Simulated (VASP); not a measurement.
A VASP calculation is set up with these files.

File KPOINTS:
```
Automatic mesh
0
Gamma
10 10 5
0 0 0
```

**INCAR**
```
# general
SYSTEM  = Sc
PREC    = Accurate
ENCUT   = 400
LREAL   = F
LASPH   = T

# electronic loop
EDIFF   = 1E-6
NELM    = 100
ALGO    = Normal
LMAXMIX = 4

# smearing
ISMEAR  = 1
SIGMA   = 0.1

# functional
GGA     = PE

# ions
ISIF    = 2

# output
LWAVE   = F
LCHARG  = F
```

### POSCAR
```
Sc
1
    1.6550000000    -2.8665440000     0.0000000000
    1.6550000000     2.8665440000     0.0000000000
    0.0000000000     0.0000000000     5.2700000000
Sc
2
Direct
  0.3333330000   0.6666670000   0.2500000000
  0.6666670000   0.3333330000   0.7500000000
```

POTCAR, in this order: Sc_sv (PBE.64 set). Program: vasp_std.

Problem. Translate this PBE calculation to Quantum ESPRESSO's pw.x.

Solution. One equivalent input (not run):
```
&CONTROL
  calculation = 'scf'
  pseudo_dir = './pseudo'
  outdir = './out'
  tprnfor = .true.
  tstress = .true.
/
&SYSTEM
  ibrav = 0
  nat = 2
  ntyp = 1
  ecutwfc = 78
  occupations = 'smearing'
  smearing = 'methfessel-paxton'
  degauss = 0.00735
  input_dft = 'pbe'
/
&ELECTRONS
  conv_thr = 7.3e-08
  electron_maxstep = 100
/
ATOMIC_SPECIES
  Sc 44.956 Sc.upf
CELL_PARAMETERS angstrom
     1.6550000   -2.8665440    0.0000000
     1.6550000    2.8665440    0.0000000
     0.0000000    0.0000000    5.2700000
ATOMIC_POSITIONS crystal
  Sc   0.3333330  0.6666670  0.2500000
  Sc   0.6666670  0.3333330  0.7500000
K_POINTS automatic
  10 10 5 0 0 0
```
The two are equivalent in intent, not identical: the potentials are each code's own (VASP's PAW set, PseudoDojo norm-conserving files in pw.x), so ENCUT and ecutwfc are chosen apart and not converted; conv_thr bounds pw.x's estimated SCF error, while EDIFF bounds the energy change between steps.

The compound is Sc in the hcp structure. The cell was not relaxed at this level.
